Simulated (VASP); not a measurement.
VASP input:

### POSCAR
```
BaTe
1
    0.0000000000     3.5700000000     3.5700000000
    3.5700000000     0.0000000000     3.5700000000
    3.5700000000     3.5700000000     0.0000000000
Ba Te
1 1
Direct
  0.0000000000   0.0000000000   0.0000000000
  0.5000000000   0.5000000000   0.5000000000
```

### INCAR
```
EDIFF = 1E-6   ! SCF stop (eV)
ISIF = 2   ! forces and stress, cell fixed
SYSTEM = BaTe
LWAVE = F
NELM = 100   ! most electronic steps
LASPH = T   ! aspherical one-centre terms
ENCUT = 400
ISMEAR = 0   ! Gaussian
LREAL = F
PREC = Accurate
GGA = PE   ! PBE
LCHARG = F
SIGMA = 0.05   ! width (eV)
ALGO = Normal
LMAXMIX = 4   ! l cut-off of mixed one-centre charges
```

**KPOINTS**
```
K-points
0
gamma
5 5 5
```

POTCAR, in this order: Ba_sv Te (PBE.64 set). Program: vasp_std.

### Question
Write an equivalent input for Quantum ESPRESSO's pw.x.

### Answer
One equivalent input (not run):
```
&CONTROL
  calculation = 'scf'
  pseudo_dir = './pseudo'
  outdir = './out'
  tprnfor = .true.
  tstress = .true.
/
&SYSTEM
  ibrav = 0
  nat = 2
  ntyp = 2
  ecutwfc = 82.3
  occupations = 'smearing'
  smearing = 'gaussian'
  degauss = 0.003675
  input_dft = 'pbe'
/
&ELECTRONS
  conv_thr = 7.3e-08
  electron_maxstep = 100
/
ATOMIC_SPECIES
  Ba 137.327 Ba.upf
  Te 127.600 Te.upf
CELL_PARAMETERS angstrom
     0.0000000    3.5700000    3.5700000
     3.5700000    0.0000000    3.5700000
     3.5700000    3.5700000    0.0000000
ATOMIC_POSITIONS crystal
  Ba   0.0000000  0.0000000  0.0000000
  Te   0.5000000  0.5000000  0.5000000
K_POINTS automatic
  5 5 5 0 0 0
```
Limits of the translation: the potentials are each code's own (VASP's PAW set, PseudoDojo norm-conserving files in pw.x), so ENCUT and ecutwfc are chosen apart and not converted; conv_thr bounds pw.x's estimated SCF error, while EDIFF bounds the energy change between steps.

The compound is BaTe in the rock salt structure. The cell was not relaxed at this level.
